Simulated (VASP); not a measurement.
Wanted: the native input for a VASP 6.6.1 run.

* Task: relaxation of cell and atoms
* Functional: PBE
* Potentials or basis: VASP PAW PBE potentials, release 64 (Nb_sv, W_sv, S)
* Cutoff: 520 eV
* k mesh: 5 × 5 × 1
* Occupations: gaussian, width 0.15 eV
* Spin: no spin polarisation
* Further INCAR settings: PREC = Normal; ALGO = Fast; EDIFF = 0.0001; IBRION = 2; EDIFFG = -0.08; NSW = 24; ISIF = 3

The structure of NbWS4 lies in POSCAR:

```
NbWS4
1.0
    3.2500000000      0.0000000000      0.0000000000
   -1.6250000000      2.8145825600      0.0000000000
    0.0000000000      0.0000000000     13.3000000000
Nb W S
1 1 4
Direct
    0.0000000000      0.0000000000      0.0000000000
    0.0000000000      0.0000000000      0.5000000000
    0.3333333300      0.6666666700      0.8820000000
    0.3333333300      0.6666666700      0.1180000000
    0.6666666700      0.3333333300      0.6180000000
    0.6666666700      0.3333333300      0.3820000000
```

The cell was built by a generator and needn't be a form met in nature.

These files were run (other wordings do the same):

INCAR

```
SYSTEM = NbWS4
  ALGO = Fast
  EDIFF = 1E-4
  EDIFFG = -0.08
  ENCUT = 520
  GGA = PE
  IBRION = 2
  ISIF = 3
  ISMEAR = 0
  LASPH = .True.
  LCHARG = .False.
  LREAL = .False.
  LWAVE = .False.
  NELM = 60
  NSW = 24
  PREC = Normal
  SIGMA = 0.15
```

KPOINTS

```
k-points
0
Gamma
  5 5 1
  0 0 0
```

Potentials or basis: VASP PAW PBE potentials, release 64 (Nb_sv, W_sv, S).

Launch:

```console
$ cat potpaw_PBE.64/Nb_sv/POTCAR potpaw_PBE.64/W_sv/POTCAR potpaw_PBE.64/S/POTCAR > POTCAR
$ mpirun -np 1 vasp_std > vasp.out
```

It gave:

```json
{
  "Relaxed volume": "20.49 Å³/atom",
  "Relaxed cell": "a = 3.269 Å, b = 3.269 Å, c = 13.285 Å, α = 90.00°, β = 90.00°, γ = 120.00°",
  "Space group after relaxing (to 0.05 Å)": "P-6m2 (No. 187)",
  "Energy gained by relaxing": "3.3 meV/atom",
  "Ionic steps": "5",
  "Pressure after relaxing": "0.1 GPa",
  "Largest force after relaxing": "0.031 eV/Å",
  "Band gap on the k mesh": "none (metal or under the smearing width)"
}
```

Caveat: the k mesh is coarse (spacing up to 0.47 Å⁻¹), so the values aren't converged; this functional lacks dispersion, which binds the layers, so the pressure and a relaxed spacing across them are unreliable; the relaxation stopped at a loose force limit of 0.08 eV/Å, so its end isn't a converged minimum.

It took 24 s on 1 thread of Intel(R) Xeon(R) 6975P-C (Granite Rapids) (shared host), peak memory 0.17 GiB.
